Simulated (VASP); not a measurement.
Wanted: the native input for a VASP 6.6.1 run.

```yaml
Task: relaxation of cell and atoms
Functional: PBEsol
Potentials_or_basis: VASP PAW PBE potentials, release 64 (In_d, Sb)
Cutoff: 600 eV
k_mesh: 10 × 10 × 10
Occupations: gaussian, width 0.03 eV
Spin: no spin polarisation
Further_INCAR_settings: ALGO = Normal; EDIFF = 1e-06; IBRION = 2; EDIFFG = -0.01; NSW = 90; ISIF = 3
```

The structure of InSb lies in POSCAR:

```
InSb
1.0
    0.0000000000      3.2391000000      3.2391000000
    3.2391000000      0.0000000000      3.2391000000
    3.2391000000      3.2391000000      0.0000000000
In Sb
1 1
Direct
    0.0000000000      0.0000000000      0.0000000000
    0.2500000000      0.2500000000      0.2500000000
```

One way to write it, as run:

INCAR

```
SYSTEM = InSb
PREC = Accurate
ENCUT = 600
EDIFF = 1E-6
ISMEAR = 0
SIGMA = 0.03
LREAL = .FALSE.
LASPH = .TRUE.
NELM = 80
ALGO = Normal
ISIF = 3
LWAVE = .FALSE.
LCHARG = .FALSE.
GGA = PS
IBRION = 2
NSW = 90
EDIFFG = -0.01
```

KPOINTS

```
Automatic mesh
0
G
  10 10 10
  0 0 0
```

Potentials or basis: VASP PAW PBE potentials, release 64 (In_d, Sb).

The run is started by

```bash
$ cat potpaw_PBE.64/In_d/POTCAR potpaw_PBE.64/Sb/POTCAR > POTCAR
$ mpirun -np 1 vasp_std > vasp.out
```

It gave:

The relaxed volume is 34.66 Å³/atom, the relaxed cell is a = 4.611 Å, b = 4.611 Å, c = 4.611 Å, α = 60.00°, β = 60.00°, γ = 60.00° and the space group after relaxing (to 0.05 Å) is F-43m (No. 216). The energy gained by relaxing is 1.8 meV/atom and the ionic steps are 3. The pressure after relaxing is 0.0 GPa and the band gap on the k mesh is none (metal or under the smearing width).

Caveat: the PAW data sets were made with another functional, which shifts forces and pressure a little; this crystal is a semiconductor, whose small gap the functional closes, so the metal is an error of the method.

Run time: 75 s on 1 thread of Intel(R) Xeon(R) 6975P-C (Granite Rapids), with other jobs on the host, peak memory 0.27 GiB.
